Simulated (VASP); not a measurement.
Input of a VASP 6.6.1 run:

File INCAR:

```
SYSTEM = Si2GeC3
  PREC = Accurate
  ENCUT = 600
  EDIFF = 1E-6
  ISMEAR = 0
  SIGMA = 0.1
  LREAL = .False.
  LASPH = .True.
  NELM = 100
  ALGO = Normal
  ISIF = 3
  LWAVE = .False.
  LCHARG = .False.
  GGA = PE
  IBRION = 2
  NSW = 90
  EDIFFG = -0.04
```

KPOINTS

```
Automatic mesh
0
Gamma
  6 6 1
  0 0 0
```

POSCAR

```
Si2GeC3
1.0
    3.4575719400      0.0000000000      0.0000000000
   -1.7287859700      2.9943451400      0.0000000000
    0.0000000000      0.0000000000     17.0225838800
Si Ge C
4 2 6
Direct
    0.3333333300      0.6666666700      0.3333333300
    0.3333333300      0.6666666700      0.6666666700
    0.6666666700      0.3333333300      0.1666666700
    0.6666666700      0.3333333300      0.8333333300
    0.3333333300      0.6666666700      0.0000000000
    0.6666666700      0.3333333300      0.5000000000
    0.3333333300      0.6666666700      0.1283333300
    0.3333333300      0.6666666700      0.4616666600
    0.3333333300      0.6666666700      0.7950000000
    0.6666666700      0.3333333300      0.2950000000
    0.6666666700      0.3333333300      0.6283333300
    0.6666666700      0.3333333300      0.9616666600
```

Potentials or basis: VASP PAW PBE potentials, release 64 (Si, Ge_d, C).

The run is started by

```sh
$ cat potpaw_PBE.64/Si/POTCAR potpaw_PBE.64/Ge_d/POTCAR potpaw_PBE.64/C/POTCAR > POTCAR
$ mpirun -np 1 vasp_std > vasp.out
```

Question: Predict the band gap on the k mesh.

Answer: 2.26 eV, indirect (least direct gap 3.65 eV).

Question: Predict the relaxed volume.

Answer: 11.03 Å³/atom.

Question: What does it give for the space group after relaxing (to 0.05 Å)?

Answer: P6_3mc (No. 186).

Step by step:
| step | energy change (eV) | largest force (eV/Å) | pressure (GPa) | volume (Å³) |
| --- | --- | --- | --- | --- |
| 1 | 0.0000 | 1.2250 | -30.74 | 176.24 |
| 2 | -3.3634 | 1.3204 | 42.29 | 113.69 |
| 3 | -5.5084 | 1.3879 | -0.14 | 132.90 |
| 4 | -5.5092 | 1.3882 | 0.98 | 132.12 |
| 5 | -5.6015 | 0.8194 | 1.59 | 131.58 |
| 6 | -5.6311 | 0.4109 | 1.24 | 131.75 |
| 7 | -5.6599 | 0.0688 | -0.82 | 133.10 |
| 8 | -5.6603 | 0.0888 | -0.64 | 132.96 |
| 9 | -5.6615 | 0.0263 | 0.24 | 132.33 |

Caveat: the volume moved by over 15 % at a fixed basis, so the end points are rough; an odd mesh through Γ misses points on the zone boundary, where band edges often lie.
